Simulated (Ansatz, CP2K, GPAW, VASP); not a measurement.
## KPt: programs and potentials compared

```
Pt K
1.0
     3.00085    0.00000    0.00000
    -1.50042    2.59881    0.00000
     0.00000    0.00000    5.34558
Pt K
1 1
Direct
  0.66667 0.33333 0.00000
  0.00000 0.00000 0.50000
```

The cell comes from a database or a generator and needn't be the stable form of this composition.

Alike in all runs: task single point; functional RPBE; k mesh 10 × 10 × 5; occupations gaussian, width 0.02 eV; no spin polarisation; no spin-orbit coupling. Pressure is positive in compression and, in plane waves, holds the error of the finite cutoff.

```csv
program and potentials,plane-wave cutoff (eV),notes,pressure (GPa)
"CP2K, POTENTIAL_UZH Pt GTH-PBE-q18, K GTH-PBE-q9; TZVP-MOLOPT-PBE-GTH basis",-,atomic basis; potentials made for PBE; 13.5 valence electrons an atom on average,3.07
"GPAW, the program's PAW data sets (release 1.2.1) made for this functional",600,12.5 valence electrons an atom on average,3.45
"VASP, PBE PAW files K_sv, Pt, 520 eV",520,potentials made for PBE; 9.5 valence electrons an atom on average,3.45
"Ansatz, all-electron LAPW, scalar-relativistic",-,-,3.28
```

The pressure spans 3.07 (CP2K, POTENTIAL_UZH Pt GTH-PBE-q18, K GTH-PBE-q9; TZVP-MOLOPT-PBE-GTH basis) to 3.45 GPa (GPAW, the program's PAW data sets (release 1.2.1) made for this functional), with all-electron results at 3.28. Rows in atomic bases carry the error of their basis and grid, which can be large.

Differences between rows come from potentials, basis sets and numerical settings, since the functional is the same but for its coding. Runs on potential files found faulty are left out.
